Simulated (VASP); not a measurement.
Given:

```xyz
5
Lattice="3.8904 0.0000 0.0000 0.0000 3.8904 0.0000 0.0000 0.0000 3.8904" Properties=species:S:1:pos:R:3 pbc="T T T"
Sr     0.0000     0.0000     0.0000
V      1.9452     1.9452     1.9452
O      1.9452     0.0000     1.9452
O      0.0000     1.9452     1.9452
O      1.9452     1.9452     0.0000
```

Calculation: PBEsol GGA, VASP's PBE PAW potentials (set 64) (plane waves; VASP 6.6.1). Settings: 520 eV cut-off, 8×8×8 Γ-centred mesh, first-order Methfessel-Paxton smearing of 0.10 eV, potentials Sr_sv V_sv O.

Q: Give the stress tensor in GPa (positive for a compressed cell).

A: 
```
-10.25    0.00    0.00
  0.00  -10.25    0.00
  0.00    0.00  -10.25
```
The pressure is its mean diagonal, -10.25 GPa.

The compound is SrVO3 in the cubic perovskite structure. This cell is one point of a volume scan, at 1.06 of the reference volume. The run is not spin-polarised, so no magnetic state was tried. The electron count is odd and the run is not spin-polarised, which forces a metal.
